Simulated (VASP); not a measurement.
SrPd3Pt, 10 atoms in the cell. The cell holds a amorphous, 10 atoms: a = 6.212 Å, b = 6.387 Å, c = 5.283 Å, α = 96.33°, β = 85.89°, γ = 97.74°. The cell was built by a generator and needn't be a form met in nature.

```yaml
Program: VASP 6.6.1
Task: single point
Functional: PBE
Potentials_or_basis: VASP PAW PBE potentials, release 64 (Sr_sv, Pd, Pt)
Cutoff: 520 eV
k_mesh: 3 × 3 × 3
Occupations: methfessel-paxton, width 0.15 eV
Spin: no spin polarisation
Dipole_correction: no
Further_INCAR_settings: ALGO = Fast; EDIFF = 1e-07; NBANDS = 61
```

Potentials or basis: VASP PAW PBE potentials, release 64 (Sr_sv, Pd, Pt).

Command:

```bash
$ cat potpaw_PBE.64/Sr_sv/POTCAR potpaw_PBE.64/Pd/POTCAR potpaw_PBE.64/Pt/POTCAR > POTCAR
$ mpirun -np 1 vasp_std > vasp.out
```

Hardware: 1 thread of Intel(R) Xeon(R) 6975P-C (Granite Rapids) (shared host).

Task: How long does it take, and how much memory?

Result: Wall time 3.8 min on 1 thread of Intel(R) Xeon(R) 6975P-C (Granite Rapids), with other jobs on the host, peak memory 0.39 GiB. Counts: scf iterations 24, k points 14.
